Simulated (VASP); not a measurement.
Here is the system:

```xyz
2
Lattice="0.0000 3.5433 3.5433 3.5433 0.0000 3.5433 3.5433 3.5433 0.0000" Properties=species:S:1:pos:R:3 pbc="T T T"
Ba     0.0000     0.0000     0.0000
Te     3.5433     3.5433     3.5433
```

All values below come from r2SCAN meta-GGA, VASP's PBE PAW potentials (set 64) (plane waves; VASP 6.6.1). Numerical set-up: 520 eV cut-off, 7×7×7 Γ-centred mesh, tetrahedra with Blöchl corrections, potentials Ba_sv Te.

Unless said otherwise, spin-orbit coupling is left out, though it shifts the bands of the heavy elements here.

**Question.** What does the run give for the energy per atom (σ→0), band gap (over mesh and band path) with the smallest direct gap where there is one?

**Answer.** 
```json
{
  "band gap (over mesh and band path)": "1.95 eV",
  "smallest direct gap (over mesh and band path)": "2.34 eV",
  "energy per atom (σ→0)": "-2703.0 kJ/mol-atom"
}
```

The compound is BaTe in the rock salt structure. It was relaxed first.
